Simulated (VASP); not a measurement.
Consider the following.

```
CELL_PARAMETERS angstrom
      4.21727     0.00000     0.00000
      0.00000     4.21727     0.00000
      0.00000     0.00000     4.21727
ATOMIC_POSITIONS crystal
  Cu 0.75000 0.25000 0.75000
  Cu 0.25000 0.75000 0.75000
  Cu 0.75000 0.75000 0.25000
  Cu 0.25000 0.25000 0.25000
  O  0.00000 0.00000 0.00000
  O  0.50000 0.50000 0.50000
```

Method: PW91 GGA, VASP's PBE PAW potentials (set 64) (plane waves; VASP). Settings: 520 eV cut-off, 5×5×5 Γ-centred mesh, Gaussian smearing of 0.050 eV, potentials Cu O.

Q: What does the run give for the energy per atom (σ→0), pressure, band gap (on the k-mesh) with the smallest direct gap where there is one?

A: 
```yaml
band gap (on the k-mesh): 0.63 eV
smallest direct gap (on the k-mesh): 0.63 eV
energy per atom (σ→0): -4.567 eV/atom
pressure: 8.07 GPa
```

Only differences to runs with the same potentials and settings are physical.

The compound is Cu2O in the cuprite structure. This cell is one point of a volume scan, at 0.94 of the reference volume.
